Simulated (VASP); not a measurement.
A convergence study with VASP on LiF (rock salt): one setting is varied, all else stays as given below, so the limit is that of these other settings.

```
CELL_PARAMETERS angstrom
      0.00000     2.01500     2.01500
      2.01500     0.00000     2.01500
      2.01500     2.01500     0.00000
ATOMIC_POSITIONS crystal
  Li 0.00000 0.00000 0.00000
  F  0.50000 0.50000 0.50000
```

All values below come from PBE GGA, VASP's PBE PAW potentials (set 64) (plane waves; VASP). The tightest run used: 700 eV cut-off, 17×17×17 Monkhorst-Pack mesh, Gaussian smearing of 0.050 eV, potentials Li_sv F.

```tsv
setting	E (eV/atom)	pressure (GPa)	irreducible k-points
1×1×1 mesh	-1.4711	78.94	1
2×2×2 mesh	-4.8232	0.97	2
3×3×3 mesh	-4.8117	1.49	4
```

**Question.** These are the cheaper rows. Estimate the results at 17×17×17 mesh, and how far the last row shown lies from them.

**Answer.** 
| quantity | tightest run | last row shown is off by |
|---|---|---|
| E (eV/atom) | -4.8215 | 0.0099 |
| pressure (GPa) | 1.10 | 0.40 |

Left out are rungs that failed or repeat a setting and relaxations that didn't move; long series are thinned to 24 rows.

The compound is LiF in the rock salt structure. The cell was not relaxed at this level.
